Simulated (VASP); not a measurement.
# CsRe3 (Fm-3m) in VASP: band structure with rev-vdW-DF2+U

Aim: the band structure of CsRe3 with rev-vdW-DF2+U.

Everything below comes from runs of VASP 6.6.1. Logs are shortened: lines on timing, memory, paths and dates and some standing lists are left out, and cuts for length are marked.

### 1 The undisturbed crystal

The structure is cubic, space group Fm-3m (No. 225). Conventional cell: a = 6.569 Å, b = 6.569 Å, c = 6.569 Å, α = 90.00°, β = 90.00°, γ = 90.00°. Cs (site symmetry m-3m) has 8 Re at 2.84 Å as nearest neighbours. Re (site symmetry -43m) has 4 Cs at 2.84 Å and 4 Re at 2.84 Å as nearest neighbours. Re (site symmetry m-3m) is surrounded by 8 Re at 2.84 Å.

The cell was built by a generator and needn't be a form met in nature.

### 2 Band structure, rev-vdW-DF2+U (atoms moved at random, drawn with an rms of 0.02 Å)

Contents of run.py:

```python
from ase.calculators.vasp import Vasp
from ase.dft.bandgap import bandgap
from ase.io import read

atoms = read('POSCAR')
calc = Vasp(
    directory='calc',
    xc='rev-vdw-df2',
    pp='PBE',
    setups='minimal',
    prec='Accurate',
    encut=500,
    ediff=1e-06,
    ismear=1,
    sigma=0.1,
    lreal=False,
    lasph=True,
    nelm=100,
    algo='Normal',
    isif=2,
    lwave=False,
    lcharg=True,
    lmaxmix=4,
    ldautype=2,
    ldauprint=1,
    ldau_luj={'Re': {'L': 2, 'U': 7, 'J': 1.0}},
    kpts=[7, 7, 7],
    gamma=True,
    nbands=23,
)
atoms.calc = calc

print('energy (eV):', atoms.get_potential_energy())
print('free energy (eV):', atoms.get_potential_energy(force_consistent=True))
efermi = calc.get_fermi_level()
print('Fermi level (eV):', efermi)
path = atoms.cell.bandpath(npoints=40, eps=1e-4)
print('path:', path.path)
calc.set(kpts=path.kpts, reciprocal=True, icharg=11, isym=0, lcharg=False)
calc.calculate(atoms)
print('gap on the path (eV):', bandgap(calc, efermi=efermi)[0])
print('direct gap on the path (eV):', bandgap(calc, efermi=efermi, direct=True)[0])
```

Contents of POSCAR:

```
CsRe3
1.0
    0.0000000000      3.2846100000      3.2846100000
    3.2846100000      0.0000000000      3.2846100000
    3.2846100000      3.2846100000      0.0000000000
Cs Re
1 3
Direct
   -0.0007410000     -0.0019360000      0.0019020000
    0.2502360000      0.2538510000      0.2476480000
    0.7513120000      0.7508180000      0.7454840000
    0.4947790000      0.4986470000      0.5030530000
```

Potentials or basis: VASP PAW PBE potentials, release 64 (Cs_sv, Re).

Command:

```bash
> python run.py
```

The log of the run:

```text
<dir> UserWarning: vdW has been enabled, however no location for the vdw_kernel.bindat file has been specified. Set ASE_VASP_VDW environment variable to copy the vdW kernel.
  warnings.warn(
energy (eV): 0.17504126
free energy (eV): 0.17536702
Fermi level (eV): 7.14652693
path: GXWKGLUWLK,UX
gap on the path (eV): 0.0
direct gap on the path (eV): 0.0
```

OUTCAR:

```text
ENCUT = 500.000000
   EDIFF = 1.00e-06
   GGA = MK
   PREC = Accurate
   ICHARG = 11
   ISIF = 2
   ISMEAR = 1
   ISYM = 0
   NELM = 100
   LASPH = .TRUE.
   LREAL = .FALSE.

 ion  position               nearest neighbor table
   1  0.999  0.998  0.002-   3 2.82   2 2.82   2 2.84   3 2.85   3 2.85   2 2.85   3 2.86   2 2.86
                             4 3.27   4 3.27   4 3.28   4 3.29   4 3.30   4 3.30
   2  0.250  0.254  0.248-   1 2.82   4 2.82   4 2.82   1 2.84   1 2.85   1 2.86   4 2.86   4 2.87
                             3 3.27   3 3.28   3 3.28   3 3.29   3 3.29   3 3.30
   3  0.751  0.751  0.745-   4 2.82   1 2.82   4 2.84   4 2.85   1 2.85   1 2.85   1 2.86   4 2.87
                             2 3.27   2 3.28   2 3.28   2 3.29   2 3.29   2 3.30
   4  0.495  0.499  0.503-   3 2.82   2 2.82   2 2.82   3 2.84   3 2.85   2 2.86   2 2.87   3 2.87
                             1 3.27   1 3.27   1 3.28   1 3.29   1 3.30   1 3.30

IMPORTANT INFORMATION: All symmetrisations will be switched off!
NOSYMM: (Re-)initialisation of all symmetry stuff for point group C_1.

----------------------------------------------------------------------------------------

                                     Primitive cell

  volume of cell :      70.8731

  direct lattice vectors                    reciprocal lattice vectors
     0.000000000  3.284610000  3.284610000    -0.152225074  0.152225074  0.152225074
     3.284610000  0.000000000  3.284610000     0.152225074 -0.152225074  0.152225074
     3.284610000  3.284610000  0.000000000     0.152225074  0.152225074 -0.152225074

  length of vectors
     4.645140009  4.645140009  4.645140009     0.263661562  0.263661562  0.263661562

  position of ions in fractional coordinates (direct lattice)
     0.999259000  0.998064000  0.001902000
     0.250236000  0.253851000  0.247648000
     0.751312000  0.750818000  0.745484000
     0.494779000  0.498647000  0.503053000

  ion indices of the primitive-cell ions
   primitive index   ion index
                 1           1
                 2           2
                 3           3
                 4           4

----------------------------------------------------------------------------------------

 KPOINTS: KPOINTS created by Atomic Simulation Env

Read explicit list of k-points.

 Found     40 k-points:

 Following reciprocal coordinates:
            Coordinates               Weight
  0.000000  0.000000  0.000000      0.025000
  0.100000  0.000000  0.100000      0.025000
  0.200000  0.000000  0.200000      0.025000
  0.300000  0.000000  0.300000      0.025000
  0.400000  0.000000  0.400000      0.025000
  0.500000  0.000000  0.500000      0.025000
[... 16 lines left out ...]
  0.593750  0.312500  0.593750      0.025000
  0.625000  0.250000  0.625000      0.025000
 [... further k-points ...]
   k-points           NKPTS =     40   k-points in BZ     NKDIM =     40   number of bands    NBANDS=     23
   number of dos      NEDOS =    301   number of ions     NIONS =      4
   total plane-waves  NPLWV =  46656
   dimension x,y,z NGX =    36 NGY =   36 NGZ =   36
[... 28 lines left out ...]
   EFERMI =   0.00;   METHOD = LEGACY
   ISMEAR =     1;   SIGMA  =   0.10  broadening in eV -4-tet -1-fermi 0-gaus
   EFERMI_NEDOS =   21; number of points for ismear=-14 and -15
   IALGO  =     38    algorithm
   IMIX   =      4    mixing-type and parameters
     AMIX     =   0.40;   BMIX     =  1.00
     AMIX_MAG =   1.60;   BMIX_MAG =  1.00
  volume/ion in A,a.u.               =      17.72       119.57
  Fermi-wavevector in a.u.,A,eV,Ry     =   1.229197  2.322845 20.557381  1.510925
  Thomas-Fermi vector in A             =   2.364093
   LORBIT       =      0    0 simple, 1 ext, 2 COOP (PROOUT), +10 PAW based schemes
 LDA+U is selected, type is set to LDAUTYPE =  2
   angular momentum for each species LDAUL =    -1    2
   U (eV)           for each species LDAUU =   0.0  7.0
   J (eV)           for each species LDAUJ =   0.0  1.0
   GGA     = MK    functional components
   LHFCALC =     F    Hartree Fock is set to
   AEXX    =    0.0000 exact exchange contribution
   IVDW_NL    =     1    kernel type
   BPARAM     = 6.3000
   IVDW    =     0    specifies the selected vdW correction
   LEPSILON=     F    determine dielectric tensor
   LRPA    =     F    only Hartree local field effects (RPA)
 non-spin polarized calculation
 Methfessel and Paxton  Order N= 1 SIGMA  =   0.10
  energy-cutoff  :      500.00
  volume of cell :       70.87
 maximum number of plane-waves:      1824
 NGX is ok and might be reduce to    36

atom =   2  type =  2  l = 2

 onsite density matrix

spin component  1
[... 83 lines left out ...]
  o =  0.3582  v =  0.2394  0.3784  0.0064 -0.8935 -0.0334  0.0000  0.0000  0.0000  0.0000  0.0000      0.0000  0.0000  0.0000  0.0000  0.0000  0.0000  0.0000  0.0000  0.0000  0.0000
  o =  0.3582  v =  0.0000  0.0000  0.0000  0.0000  0.0000  0.2394  0.3784  0.0064 -0.8935 -0.0334      0.0000  0.0000  0.0000  0.0000  0.0000  0.0000  0.0000  0.0000  0.0000  0.0000
  o =  0.3596  v =  0.0000  0.0000  0.0000  0.0000  0.0000 -0.6923  0.7065 -0.0774  0.1150 -0.0489      0.0000  0.0000  0.0000  0.0000  0.0000  0.0000  0.0000  0.0000  0.0000  0.0000
  o =  0.3596  v = -0.6923  0.7065 -0.0774  0.1150 -0.0489  0.0000  0.0000  0.0000  0.0000  0.0000      0.0000  0.0000  0.0000  0.0000  0.0000  0.0000  0.0000  0.0000  0.0000  0.0000
  o =  0.3644  v = -0.6765 -0.5946  0.0165 -0.4310 -0.0529  0.0000  0.0000  0.0000  0.0000  0.0000      0.0000  0.0000  0.0000  0.0000  0.0000  0.0000  0.0000  0.0000  0.0000  0.0000
  o =  0.3644  v =  0.0000  0.0000  0.0000  0.0000  0.0000 -0.6765 -0.5946  0.0165 -0.4310 -0.0529      0.0000  0.0000  0.0000  0.0000  0.0000  0.0000  0.0000  0.0000  0.0000  0.0000
  o =  0.5224  v =  0.0761 -0.0498 -0.5921  0.0249 -0.8003  0.0000  0.0000  0.0000  0.0000  0.0000      0.0000  0.0000  0.0000  0.0000  0.0000  0.0000  0.0000  0.0000  0.0000  0.0000
  o =  0.5224  v =  0.0000  0.0000  0.0000  0.0000  0.0000  0.0761 -0.0498 -0.5921  0.0249 -0.8003      0.0000  0.0000  0.0000  0.0000  0.0000  0.0000  0.0000  0.0000  0.0000  0.0000
  o =  0.5458  v =  0.0000  0.0000  0.0000  0.0000  0.0000 -0.0013 -0.0406 -0.8019 -0.0455  0.5943      0.0000  0.0000  0.0000  0.0000  0.0000  0.0000  0.0000  0.0000  0.0000  0.0000
  o =  0.5458  v = -0.0013 -0.0406 -0.8019 -0.0455  0.5943  0.0000  0.0000  0.0000  0.0000  0.0000      0.0000  0.0000  0.0000  0.0000  0.0000  0.0000  0.0000  0.0000  0.0000  0.0000

 number of electron      30.0000000 magnetization

 Free energy of the ion-electron system (eV)
  ---------------------------------------------------
  ext. energy  EPLUGINS =         0.00000000
  ---------------------------------------------------
  free energy    TOTEN  =         0.16207541 eV

  energy without entropy =        0.16267142  energy(sigma->0) =        0.16227408

 E-fermi :   6.7694     XC(G=0): -12.8408

 val. band max:        6.7169029837   @ k =   0.6250   0.2500   0.6250
 cond. band min:       6.7874741061   @ k =   0.3750   0.3750   0.7500
 fundamental gap:      0.0705711224
 Fermi energy:         6.7693734127

 k-point     1 :       0.0000    0.0000    0.0000
  band No.  band energies     occupation
      1     -15.0200      2.00000
      2      -2.8524      2.00000
      3      -2.8256      2.00000
      4      -2.7822      2.00000
      5       0.5832      2.00000
      6       2.2886      2.00000
[... 613 lines left out ...]
     22      10.4936      0.00000
     23      12.3861      0.00000

 [... further k-points ...]

------------------------ aborting loop because EDIFF is reached ----------------------------------------

  FORCE on cell =-STRESS in cart. coord.  units (eV):
  Direction    XX          YY          ZZ          XY          YZ          ZX
  --------------------------------------------------------------------------------------
  -------------------------------------------------------------------------------------
  Total      -19.9751510     -5.9222156    -18.7305971      0.4791640      1.0505388      1.2420430
  in kB     -451.5639107   -133.8792805   -423.4291739     10.8321160     23.7487781     28.0779748
  external PRESSURE =    -336.2907884 kB  Pullay stress =       0.0000000 kB

 VOLUME and BASIS-vectors are now :
 -----------------------------------------------------------------------------
  energy-cutoff  :      500.00
  volume of cell :       70.87
      direct lattice vectors                 reciprocal lattice vectors
     0.000000000  3.284610000  3.284610000    -0.152225074  0.152225074  0.152225074
     3.284610000  0.000000000  3.284610000     0.152225074 -0.152225074  0.152225074
     3.284610000  3.284610000  0.000000000     0.152225074  0.152225074 -0.152225074

 POSITION                                       TOTAL-FORCE (eV/Angst)
 -----------------------------------------------------------------------------------
      3.28450      3.28842      6.56043         0.052942     -0.215585      0.141113
      1.64723      1.63535      1.65573        -0.750780     -0.817118     -1.267286
      4.91477      4.91639      4.93391         0.737006      1.030980      0.988817
      3.29019      3.27749      3.26302        -0.039168      0.001722      0.137356
 -----------------------------------------------------------------------------------
    total drift:                               -0.009535      0.007465     -0.051201

  FREE ENERGIE OF THE ION-ELECTRON SYSTEM (eV)
  ---------------------------------------------------
  free  energy   TOTEN  =         0.1620754070 eV

  energy  without entropy=        0.1626714241  energy(sigma->0) =        0.16227408

Total vdW correction in eV:      4.3778684
```

INCAR:

```text
AGGAC = 0.000000
ENCUT = 500.000000
PARAM1 = 0.123400
PARAM2 = 0.711357
SIGMA = 0.100000
ZAB_VDW = -1.886700
EDIFF = 1.00e-06
ALGO = Normal
GGA = MK
PREC = Accurate
ICHARG = 11
ISIF = 2
ISMEAR = 1
ISYM = 0
LDAUPRINT = 1
LDAUTYPE = 2
LMAXMIX = 4
NBANDS = 23
NELM = 100
LASPH = .TRUE.
LCHARG = .FALSE.
LUSE_VDW = .TRUE.
LWAVE = .FALSE.
LREAL = .FALSE.
LDAU = .TRUE.
LDAUL = -1 2
LDAUU = 0.000 7.000
LDAUJ = 0.000 1.000
```

Wall time 26 min (1 thread of Intel Xeon Platinum 8488C (Sapphire Rapids), shared host); peak memory 0.48 GiB.

What came out:

```
Band gap along the path : none (metal or under the smearing width)
```

Levels at the corners of the path, in eV from the Fermi level:
| point | band 12 | band 13 | band 14 | band 15 | band 16 | band 17 | band 18 | band 19 |
| --- | --- | --- | --- | --- | --- | --- | --- | --- |
| Γ | -1.08 | -0.99 | -0.82 | -0.80 | -0.65 | 0.78 | 0.85 | 1.84 |
| X | -1.78 | -1.74 | -0.76 | -0.70 | 0.85 | 0.88 | 0.93 | 1.77 |
| W | -1.82 | -1.17 | -0.97 | -0.74 | -0.59 | 1.34 | 1.44 | 1.84 |
| K | -2.34 | -1.54 | -1.28 | -0.36 | 0.39 | 0.91 | 1.09 | 1.49 |
| Γ | -1.08 | -0.99 | -0.82 | -0.80 | -0.65 | 0.78 | 0.85 | 1.84 |
| L | -2.09 | -1.95 | -1.40 | -1.31 | -1.28 | 0.77 | 0.82 | 2.18 |
| U | -2.37 | -1.55 | -1.31 | -0.43 | 0.36 | 0.97 | 1.09 | 1.49 |
| W | -1.82 | -1.17 | -0.97 | -0.74 | -0.59 | 1.34 | 1.44 | 1.84 |
| L | -2.09 | -1.95 | -1.40 | -1.31 | -1.28 | 0.77 | 0.82 | 2.18 |
| K | -2.34 | -1.54 | -1.28 | -0.36 | 0.39 | 0.91 | 1.09 | 1.49 |
| U | -2.37 | -1.55 | -1.31 | -0.43 | 0.36 | 0.97 | 1.09 | 1.49 |
| X | -1.78 | -1.74 | -0.76 | -0.70 | 0.85 | 0.88 | 0.93 | 1.77 |

Caveat: the log is that of the step along the path at fixed density, whose energy, stress, charges and moments have no meaning; the PAW data sets were made with another functional, which shifts forces and pressure a little; spin-orbit coupling is left out, which moves the levels of the heavy elements; U without spin polarisation on a metal has little footing; the U is typed as a test and isn't derived for this compound.

### 3 For comparison

An earlier run on the cell as given: functional PBE; potentials or basis VASP PAW PBE potentials, release 64 (Cs_sv, Re); cutoff 520 eV; k mesh 7 × 7 × 7; occupations fermi-dirac, width 0.05 eV; no spin polarisation.

* Pressure: 2.5 GPa
* Band gap on the k mesh: none (metal or under the smearing width)
